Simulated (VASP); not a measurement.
A convergence study with VASP on Rb (bcc): a few settings are varied, all else stays as given below, so the limit is that of these other settings. The cell's lengths are 1 % over those of the tabulated start, so it is off equilibrium.

```xyz
1
Lattice="-2.8533 2.8533 2.8533 2.8533 -2.8533 2.8533 2.8533 2.8533 -2.8533" Properties=species:S:1:pos:R:3 pbc="T T T"
Rb     0.0000     0.0000     0.0000
```

All values below come from PBE GGA, VASP's PBE PAW potentials (set 64) (plane waves; VASP 6.6.1). The last row used: 550 eV cut-off, 8×8×8 Γ-centred mesh, first-order Methfessel-Paxton smearing of 0.10 eV, potentials Rb_sv.

```
setting                      E (eV/atom)  pressure (GPa)  electronic steps
---------------------------  -----------  --------------  ----------------
ALGO = Normal, EDIFF = 1E-2      -0.9277           -0.70                 6
ALGO = Normal, EDIFF = 1E-3      -0.9277           -0.67                 6
ALGO = Normal, EDIFF = 1E-4      -0.9288           -0.06                 9
ALGO = Normal, EDIFF = 1E-5      -0.9288           -0.06                 9
ALGO = Normal, EDIFF = 1E-6      -0.9288           -0.04                10
ALGO = Normal, EDIFF = 1E-7      -0.9288           -0.04                11
ALGO = Normal, EDIFF = 1E-8      -0.9288           -0.04                13
ALGO = Normal, EDIFF = 1E-9      -0.9288           -0.04                13
ALGO = Fast, EDIFF = 1E-2        -0.9277           -0.75                 6
ALGO = Fast, EDIFF = 1E-3        -0.9277           -0.73                 6
ALGO = Fast, EDIFF = 1E-4        -0.9288           -0.06                 9
ALGO = Fast, EDIFF = 1E-5        -0.9288           -0.06                 9
ALGO = Fast, EDIFF = 1E-6        -0.9288           -0.05                10
ALGO = Fast, EDIFF = 1E-7        -0.9288           -0.04                12
ALGO = Fast, EDIFF = 1E-8        -0.9288           -0.04                15
ALGO = Fast, EDIFF = 1E-9        -0.9288           -0.04                19
ALGO = All, EDIFF = 1E-2         -0.9274           -0.17                 6
ALGO = All, EDIFF = 1E-3         -0.9287           -0.04                 8
ALGO = All, EDIFF = 1E-4         -0.9288           -0.04                 9
ALGO = All, EDIFF = 1E-5         -0.9288           -0.04                11
ALGO = All, EDIFF = 1E-6         -0.9288           -0.04                13
ALGO = All, EDIFF = 1E-7         -0.9288           -0.04                15
ALGO = All, EDIFF = 1E-8         -0.9288           -0.04                18
ALGO = All, EDIFF = 1E-9         -0.9288           -0.04                23
```

Left out are rungs that failed or repeat a setting and relaxations that didn't move; long series are thinned to 24 rows.

The compound is Rb in the bcc structure. The cell was not relaxed at this level.
